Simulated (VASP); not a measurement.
```
LiF
1.0
    0.00000     2.01651     2.01651
    2.01651     0.00000     2.01651
    2.01651     2.01651     0.00000
Li F
1 1
Cartesian
  0.00000   2.01651   2.01651
  2.01651   2.01651   2.01651
```

Method: PBE GGA with D4 dispersion, VASP's PBE PAW potentials (set 64) (plane waves; VASP). Settings: 520 eV cut-off, Gaussian smearing of 0.050 eV, potentials Li_sv F.

Problem. Give the energies of bands 3 to 6 at the high-symmetry points, in eV from the valence-band maximum.

Solution. 
```csv
band,Γ,X,U,L,W
3,0.00,-2.99,-2.49,-2.51,-2.06
4,0.00,-0.99,-1.55,-0.23,-2.06
5,0.00,-0.99,-0.73,-0.23,-0.79
6,9.05,14.78,14.46,10.75,15.02
```

The gap is direct, 9.05 eV, from the valence maximum at Γ to the conduction minimum at Γ.

Measured: gap 15.35 eV (computed value off by -6.30 eV), as given by Wei Chen et al., Physical Review Materials (2018), doi:10.1103/physrevmaterials.2.073803 [zero-point renormalisation of 1.15 eV added back (the table's ZPR column)].

The compound is LiF in the rock salt structure. It was relaxed first.
